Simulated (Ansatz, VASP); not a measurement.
# Cross-check of Ti3InC between VASP and Ansatz

One calculation is typed for both programs; each brings its own data sets. How far apart do they land? The cell is taken from a series of runs on this material, whose earlier steps may have relaxed, scaled, displaced or heated it; both programs get it as it stands.

Calculated with Ansatz 0.2.0; plane waves, with VASP 6.6.1 beside it; relaxation of cell and atoms at PBEsol and zone-centre phonons at PBEsol.

## Step 1: The structure

It takes space group Pm-3m (No. 221, cubic). The conventional cell has a = 4.199 Å, b = 4.199 Å, c = 4.199 Å, α = 90.00°, β = 90.00°, γ = 90.00°. Ti has 2 C at 2.10 Å and 4 In at 2.97 Å and 8 Ti at 2.97 Å nearest. Nearest to In lie 12 Ti at 2.97 Å. C has 6 Ti at 2.10 Å nearest. Farther neighbours are not listed.

Coordinates:

```cif
data_structure
_symmetry_space_group_name_H-M 'P 1'
_symmetry_Int_Tables_number 1
_cell_length_a 4.1988
_cell_length_b 4.1988
_cell_length_c 4.1988
_cell_angle_alpha 90.000
_cell_angle_beta 90.000
_cell_angle_gamma 90.000
_cell_volume 74.02
loop_
_atom_site_label
_atom_site_type_symbol
_atom_site_fract_x
_atom_site_fract_y
_atom_site_fract_z
_atom_site_occupancy
Ti1 Ti 0.50000 0.50000 0.00000 1
Ti2 Ti 0.50000 0.00000 0.50000 1
Ti3 Ti 0.00000 0.50000 0.50000 1
In4 In 0.00000 0.00000 0.00000 1
C5 C 0.50000 0.50000 0.50000 1
```

## Step 2: Ansatz: relaxation of cell and atoms, PBEsol

Ansatz runs on its PAW soft_1 files.

The relaxed volume is the usual yardstick between codes: in a stiff, nearly cubic crystal its relative difference is about their pressure difference at one cell divided by the bulk modulus.

input.yaml

```yaml
crystal:
  lattice:
    - [4.1987557268, 0.0, 0.0]
    - [0.0, 4.1987557268, 0.0]
    - [0.0, 0.0, 4.1987557268]
  atoms:
    - { symbol: Ti, position: [0.5, 0.5, 0.0] }
    - { symbol: Ti, position: [0.5, 0.0, 0.5] }
    - { symbol: Ti, position: [0.0, 0.5, 0.5] }
    - { symbol: In, position: [0.0, 0.0, 0.0] }
    - { symbol: C, position: [0.5, 0.5, 0.5] }
kpoints:
  mp_grid: { grid: [8, 8, 8] }
hamiltonian:
  xc: pbesol
  pseudopotentials: { kind: paw, azcp: { folder: soft_1 }, xc_functional: pbe }
scf:
  occupations: { method: methfessel_paxton, width: 0.2 }
output:
  forces: true
  stress: true
  eigenvalues: true
relax:
  adjacent_minimum: "off"
  f_tol: 0.001
  max_steps: 60
  cell: { stress_tol: 0.01 }
```

Run with:

```sh
$ ansatz run input.yaml --threads 4 --pin off --max-ram 10240MiB --backend cpu --events-out ev --progress --plain --runs-dir out
```

Numbers of over 12 decimals in the logs are rounded to 6 here.

Log:

```text
Engine: ansatz 0.2.0, aarch64-unknown-linux-gnu
Pseudopotentials: kind: paw
Pseudopotential: Ti, paw, valence charge 12, recommended cutoff 420 eV (normal), soft_1/Ti.paw.azcp
Pseudopotential: In, paw, valence charge 13, recommended cutoff 420 eV (normal), soft_1/In.paw.azcp
Pseudopotential: C, paw, valence charge 4, recommended cutoff 420 eV (normal), soft_1/C.paw.azcp
Functional definition: PBEsol
  exchange = pbesol_x
  correlation = pbesol_c
Crystal: 5 atoms, lattice volume = 74.022 Å³
Basis set: ecut = 420 eV, 1419 PW (Γ), exchange–correlation on 60×60×60 points (8 copies of the dense FFT grid, shifted against one another)
Bands: 32, of which v1, the nominal top of the filled ones, is band 27 counted from 1 (26 counted from 0)
Symmetry: 48 space group operations
Space group: Pm-3m (ITA 221), of the structure as read, at distance tolerance 4.2e-5 Å
k-points: 35 of 512
Non-local potential: Ti, projectors of the file, l = 0: 3, l = 1: 2, l = 2: 3, l = 3: 1
Non-local potential: In, projectors of the file, l = 0: 2, l = 1: 2, l = 2: 2, l = 3: 1
Non-local potential: C, projectors of the file, l = 0: 2, l = 1: 2, l = 2: 1
PAW form: soft (Blöchl's): semilocal exchange-correlation on the pseudo side does not see the compensation charge
PAW frozen core: Ti, regenerated for the run's functional, and the local potential with it (the file was generated under x = pbe(κ = 0.804, μ = 0.219515), c = pbe(β = 0.066725))
PAW frozen core: In, regenerated for the run's functional, and the local potential with it (the file was generated under x = pbe(κ = 0.804, μ = 0.219515), c = pbe(β = 0.066725))
PAW frozen core: C, regenerated for the run's functional, and the local potential with it (the file was generated under x = pbe(κ = 0.804, μ = 0.219515), c = pbe(β = 0.066725))
PAW one-centre angular grid: Ti, 590 points (default); XC on 64 Gauss nodes
PAW one-centre angular grid: In, 590 points (default); XC on 64 Gauss nodes
PAW one-centre angular grid: C, 110 points (default); XC on 64 Gauss nodes
Initial density: superposition of atomic densities (chi_scale 0.1, normalization cell, long waves kept (reshape's long-wave potential 0.00 eV rms))
Initial wavefunctions: pseudopotential atomic-orbital guess
Functional: x = pbesol(κ = 0.804, μ = 0.123457), c = pbesol(β = 0.046)
SCF iter   1: F=—  HF=-13199.377753 eV  |F-HF|=—  |Δ(HF+E_count)|=         —  Δρ=8.08e-2  dr2=9.04e0  ethr=3.10e-3  ⟨swp⟩=4.1  Hψ=3653  notcnv=0
preconditioner: auto → Kerker (q_TF=auto, 2.581 Å⁻¹)  [metal: Δε(μ)=0.046 eV  Ē_g=8.145 eV  σ=0.200 eV  W_gap=0.19  n_scr=18 (ndim 8)  ℏωp=23.2 eV  f_vac=0.000  D(μ)=3.40/eV (n_scr^D=26)]
SCF iter   2: F=—  HF=-13197.490320 eV  |F-HF|=—  |Δ(HF+E_count)|=    1.89e0  S|Δr|=    0.00e0  Δρ=3.02e-2  dr2=1.73e0  ethr=3.10e-3  ⟨swp⟩=2.0  Hψ=2098  notcnv=0  defer=3
SCF iter   3: F=—  HF=-13197.072297 eV  |F-HF|=—  |Δ(HF+E_count)|=   4.18e-1  S|Δr|=    0.00e0  Δρ=1.23e-2  dr2=2.14e-1  ethr=3.10e-3  ⟨swp⟩=2.0  Hψ=1794  notcnv=0  defer=3
SCF iter   4: F=—  HF=-13197.001275 eV  |F-HF|=—  |Δ(HF+E_count)|=   7.10e-2  S|Δr|=    0.00e0  Δρ=1.90e-3  dr2=7.08e-3  ethr=4.04e-4  ⟨swp⟩=2.0  Hψ=1386  notcnv=0  defer=3
SCF iter   5: F=—  HF=-13196.999324 eV  |F-HF|=—  |Δ(HF+E_count)|=   1.95e-3  S|Δr|=    0.00e0  Δρ=5.91e-4  dr2=1.81e-4  ethr=1.34e-5  ⟨swp⟩=2.0  Hψ=1767  notcnv=0  defer=3
SCF iter   6: F=—  HF=-13196.999316 eV  |F-HF|=—  |Δ(HF+E_count)|=   8.26e-6  S|Δr|=    0.00e0  Δρ=1.61e-4  dr2=2.00e-5  ethr=3.42e-7  ⟨swp⟩=2.0  Hψ=1675  notcnv=0  defer=3
SCF iter   7: F=—  HF=-13196.999198 eV  |F-HF|=—  |Δ(HF+E_count)|=   1.18e-4  S|Δr|=    0.00e0  Δρ=3.77e-5  dr2=1.04e-6  ethr=3.77e-8  ⟨swp⟩=2.0  Hψ=1605  notcnv=0  defer=3
SCF iter   8: F=-13196.999197 eV  HF=-13196.999197 eV  |F-HF|=2.70e-8  |Δ(HF+E_count)|=   1.18e-7  S|Δr|=    0.00e0  Δρ=7.08e-6  dr2=4.88e-8  ethr=1.89e-10  ⟨swp⟩=6.2  Hψ=4745  notcnv=0
SCF 1 converged in 8 iterations: F = -13196.999197 eV  dr2 = 4.88e-8
  greatest PAW one-centre occupation: 0.998 electrons in one spin orbital (limit 2), on the Ti atom at site 0 (counted from 0), in its partial waves of l = 0
relax step   1: F+E_penalty+E_count = -13196.99919744 eV  Δ(F+E_penalty+E_count) = +0.000e0 eV  max|allowed force component| = 2.472e-29 eV/Å  Δτ_max = 0.0000 Å  P = -0.031 GPa  Ω = 74.022 Å³  (8 SCF iters, dr2 threshold 1.00e-7 eV, accepted)
[...]
relax step   2: F+E_penalty+E_count = -13196.99920715 eV  Δ(F+E_penalty+E_count) = -9.713e-6 eV  max|allowed force component| = 4.197e-29 eV/Å  Δτ_max = 0.0000 Å  P = +0.009 GPa  Ω = 74.004 Å³  energy of the carried Pulay correction = +8.440e-6 eV  (5 SCF iters, dr2 threshold 2.44e-9 eV, accepted)
[...]
relax step   3: F+E_penalty+E_count = -13196.99920715 eV  Δ(F+E_penalty+E_count) = +2.910e-11 eV  max|allowed force component| = 3.787e-29 eV/Å  Δτ_max = 0.0000 Å  P = +0.009 GPa  Ω = 74.004 Å³  stress off target by 8.67e-3 GPa  SCF on the basis re-selected at this cell (its energy is not comparable with the rows above)  (7 SCF iters)
basis re-selected at this cell: Δ(F+E_penalty+E_count) = +2.910e-11 eV, ΔP = -0.000 GPa vs the last step (what re-selecting the basis moved, of the pressure what is left beyond the Pulay correction that the steps carried, after the strain that the cell walked since its last selection, with what the two solves' SCF thresholds leave and, on support functions, any second-order correction that the steps lacked; it is no  [...]
SCF converged after 7 iterations
Stability not checked: this state was not tested for a lower state beside it, because cold or Methfessel-Paxton smearing, or corrected tetrahedra, fill the levels in a way that the test cannot read (fill_not_monotonic; see scf.lower_state_search)
Free energy (F): -13196.999207 eV
Harris-Foulkes:  -13196.999207 eV  (|F-HF|=1.82e-12)
Internal energy: -13196.997304 eV  (E = F + TS)
E sigma→0 (E₀):  -13196.998731 eV
Entropy (-TS):   -0.001903 eV (-0.381 meV/atom)
Fermi energy:    14.207265 eV
--- Per-component energies (eV) ---
  E_band       = -394.397320
  E_kinetic    = 1151.296190
  E_local      = -3454.115341  (includes V_loc(G=0)·N_el)
  E_nonlocal   = 537.051331
  E_hartree    = 1381.061845
  E_xc         = -537.681384
  E_vxc        = -587.152981  (∫ρ·V_xc dr)
  E_paw        = -7284.635820  (= ΣΔE_a)
  E_vpaw       = -803.600116  (= ΣTr[D̂ρ^β])
  E_aug_tail   = -0.000115  (compensation charges beyond the density's cutoff)
  E_ewald      = -4990.649169
  E_core_change = 0.675158  (= ΣΔE_core)
  E_smearing   = -0.001903  (= −TS)
  E_closure    = -0.000000  (closes the sum)
  Σ components = -13196.999207   (vs F -13196.999207, Δ=0.00e0)
--- Forces (eV/Å), atoms counted from 1 ---
  atom   1  Ti     0.00000000    -0.00000000    -0.00000000
  atom   2  Ti     0.00000000     0.00000000    -0.00000000
  atom   3  Ti     0.00000000    -0.00000000     0.00000000
  atom   4  In    -0.00000000    -0.00000000     0.00000000
  atom   5  C      0.00000000     0.00000000    -0.00000000
  max |Σ_I F_I| component: 6.31e-29 eV/Å
--- Stress (GPa, compression-positive) ---
        0.008666      -0.000000       0.000000
       -0.000000       0.008666       0.000000
        0.000000       0.000000       0.008666
  P = ⅓ Tr σ = 0.0087 GPa (0.087 kbar)
--- Band table (eV; the first three rows and the last of 35) ---
  k-point 0: bands = [... 23 lower, 12.7273, 12.8155, 12.8155, 12.8155, 15.6761, 15.6761, 15.6761, 16.2810, ... 1 higher]
  k-point 1: bands = [... 23 lower, 12.8223, 12.8223, 12.8485, 12.8503, 15.4512, 15.5312, 15.5312, 15.6053, ... 1 higher]
  k-point 2: bands = [... 23 lower, 12.7553, 12.7553, 12.9413, 13.1876, 14.8489, 15.4292, 15.4691, 15.4691, ... 1 higher]
  k-point 34: bands = [... 23 lower, 12.5104, 12.5104, 14.5274, 14.5274, 14.5274, 14.5639, 14.5639, 14.5639, ... 1 higher]
--- Relaxed structure (2 steps of the walk, 2 accepted, 1 SCFs on fresh bases) ---
  F+E_penalty+E_count = -13196.99920715 eV   max|allowed force component| = 3.787e-29 eV/Å   (the final SCF, on the basis selected at the relaxed cell)
  cell:  # Å, volume = 74.0039 Å³
    - [4.198409, 0, 0]
    - [0, 4.198409, 0.0]
    - [0, 0.0, 4.198409]
  atoms:
    - { symbol: Ti, position: [0.500000, 0.500000, 0] }
    - { symbol: Ti, position: [0.500000, 0, 0.500000] }
    - { symbol: Ti, position: [0, 0.500000, 0.500000] }
    - { symbol: In, position: [0, 0, 0] }
    - { symbol: C, position: [0.500000, 0.500000, 0.500000] }
```

(Continued in part 2 of 2.)

[Lines on the potential files, build, host, timing and source positions are cut from VASP's logs without a mark.]

[Logs are printed without paths, hosts, clocks, repeated set-up lines and the standing remarks that a program may print on its own settings, such as how far it seeks lower states.]

[Hosts, paths, dates, database ids (printed as entryN), source tags and the programs' standing remarks are cut or masked in the printed files.]
